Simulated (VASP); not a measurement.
Here is the system:

```yaml
crystal:
  lattice:
    - [4.02220, 0.00000, 0.00000]
    - [0.00000, 4.02220, 0.00000]
    - [0.00000, 0.00000, 4.02220]
  atoms:
    - { symbol: La, position: [0.00000, 0.00000, 0.00000] }
    - { symbol: B, position: [0.80139, 0.50000, 0.50000] }
    - { symbol: B, position: [0.50000, 0.19861, 0.50000] }
    - { symbol: B, position: [0.50000, 0.80139, 0.50000] }
    - { symbol: B, position: [0.19861, 0.50000, 0.50000] }
    - { symbol: B, position: [0.50000, 0.50000, 0.80139] }
    - { symbol: B, position: [0.50000, 0.50000, 0.19861] }
```

These are PBE GGA, VASP's PBE PAW potentials (set 64) (plane waves; VASP) values and carry that method's errors. Settings: 620 eV cut-off, 8×8×8 Γ-centred mesh, first-order Methfessel-Paxton smearing of 0.10 eV, potentials La B.

### Question
What does the run give for the energy per atom (σ→0), pressure, band gap (on the k-mesh) with the smallest direct gap where there is one?

### Answer

The band gap (on the k-mesh) comes out as none (metal, semimetal or under 0.01 eV), the energy per atom (σ→0) comes out as -6.953 eV/atom and the pressure is 20.12 GPa.

The absolute energy has meaning only against runs of the same code, potentials and settings.

The compound is LaB6 in the cab6 structure. It was relaxed first under an external pressure of 20 GPa. The electron count is odd and the run is not spin-polarised, which forces a metal.
